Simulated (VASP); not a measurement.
Given:

```xyz
3
Lattice="3.8062 0.0000 0.0000 -1.9031 3.2963 0.0000 0.0000 0.0000 5.8841" Properties=species:S:1:pos:R:3 pbc="T T T"
Sn     0.0000     0.0000     0.0000
Se     0.0000     2.1975     1.4710
Se     1.9031     1.0988     4.4131
```

Calculation: LDA (Ceperley-Alder, Perdew-Zunger), VASP's LDA PAW potentials (set 64) (plane waves; VASP). Run with PREC = Normal, EDIFF = 1E-5, 400 eV cut-off, 9×9×5 Γ-centred mesh, Gaussian smearing of 0.050 eV, potentials Sn_d Se.

Problem. The ions are relaxed. Predict the relaxed structure.

Solution. 
```xyz
3
Lattice="3.8062 0.0000 0.0000 -1.9031 3.2963 0.0000 0.0000 0.0000 5.8841" Properties=species:S:1:pos:R:3 pbc="T T T"
Sn     0.0000     0.0000     0.0000
Se     0.0000     2.1975     1.5762
Se     1.9031     1.0988     4.3079
```
Space group P-3m1 (164), at a tolerance of 0.03 Å.

Problem. How much energy does the relaxation gain?

Solution. The energy (σ→0) changes by -38.0 meV/atom, in 3 ionic steps.

The compound is SnSe2 in the 1T layered structure. This run relaxes the ions in a fixed cell. Symmetry was kept, so distortions that lower it aren't found.
